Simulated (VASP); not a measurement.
Input for VASP

**INCAR**
```
ALGO  =  Normal
EDIFF  =  1E-6
ENCUT  =  400
GGA  =  PE
ISIF  =  2
ISMEAR  =  0
LASPH  =  .TRUE.
LCHARG  =  .FALSE.
LMAXMIX  =  4
LREAL  =  .FALSE.
LWAVE  =  .FALSE.
NBANDS  =  11
NELM  =  100
PREC  =  Accurate
SIGMA  =  0.05
SYSTEM  =  PbS
```

File KPOINTS:
```
Automatic mesh
0
Gamma
7 7 7
0 0 0
```

### POSCAR
```
PbS
6.05880
  0.0000000000   0.5000000000   0.5000000000
  0.5000000000   0.0000000000   0.5000000000
  0.5000000000   0.5000000000   0.0000000000
Pb S
1 1
Cart
  0.0000000000   0.0000000000   0.0000000000
  0.5000000000   0.5000000000   0.5000000000
```

POTCAR, in this order: Pb_d S (PBE.64 set). Program: vasp_std.

Q: Translate this PBE calculation to Quantum ESPRESSO's pw.x.

A: One equivalent input (not run):
```
&CONTROL
  calculation = 'scf'
  pseudo_dir = './pseudo'
  outdir = './out'
  tprnfor = .true.
  tstress = .true.
/
&SYSTEM
  ibrav = 0
  nat = 2
  ntyp = 2
  ecutwfc = 62.5
  occupations = 'smearing'
  smearing = 'gaussian'
  degauss = 0.003675
  input_dft = 'pbe'
/
&ELECTRONS
  conv_thr = 7.3e-08
  electron_maxstep = 100
/
ATOMIC_SPECIES
  Pb 207.200 Pb.upf
  S 32.060 S.upf
CELL_PARAMETERS angstrom
     0.0000000    3.0294000    3.0294000
     3.0294000    0.0000000    3.0294000
     3.0294000    3.0294000    0.0000000
ATOMIC_POSITIONS crystal
  Pb   0.0000000  0.0000000  0.0000000
  S    0.5000000  0.5000000  0.5000000
K_POINTS automatic
  7 7 7 0 0 0
```
What does not carry over: the potentials are each code's own (VASP's PAW set, PseudoDojo norm-conserving files in pw.x), so ENCUT and ecutwfc are chosen apart and not converted; conv_thr bounds pw.x's estimated SCF error, while EDIFF bounds the energy change between steps; the number of bands isn't carried over, since the valence differs with the files.

The compound is PbS in the rock salt structure. The cell was not relaxed at this level. The run is one of a series of settings (NBANDS = 11 against the base run), some of them coarse on purpose.
